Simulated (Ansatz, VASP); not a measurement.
**Sr2B2C: VASP beside Ansatz**

```
Sr B C
1.0
     4.53348    0.00000    0.00000
     0.00000    4.53348    0.00000
     0.00000    0.00000    6.39965
Sr B C
2 2 1
Direct
  0.00000 0.00000 0.00000
  0.00000 0.00000 0.50000
  0.50000 0.00000 0.00000
  0.00000 0.50000 0.00000
  0.50000 0.50000 0.00000
```

Alike in both runs: functional PBE; k mesh 4 × 4 × 4; occupations gaussian, width 0.1 eV; no spin polarisation.

Ansatz relaxed the structure, and its values are those at the end. VASP's run is a single point on that final structure, the one shown.

```csv
,VASP,Ansatz
version,VASP 6.6.1,Ansatz 0.2.0
potentials or method,"VASP PAW PBE potentials, release 64 (Sr_sv, B, C)","scalar-relativistic, plane waves, PAW"
plane-wave cutoff (eV),520,420
valence electrons in the cell,30,30
```

Ansatz gave:

```
gap on the k mesh at the Fermi level (eV) : none
pressure (GPa)                            : 0.3
```

**Question.** What did VASP give for the same quantities?

**Answer.** gap on the k mesh at the Fermi level (eV): none; pressure (GPa): 0.4.

A gap of «none» marks a metal or a gap that the smearing closes. With one functional, cell and mesh, what is left measures potentials, basis and numerics.
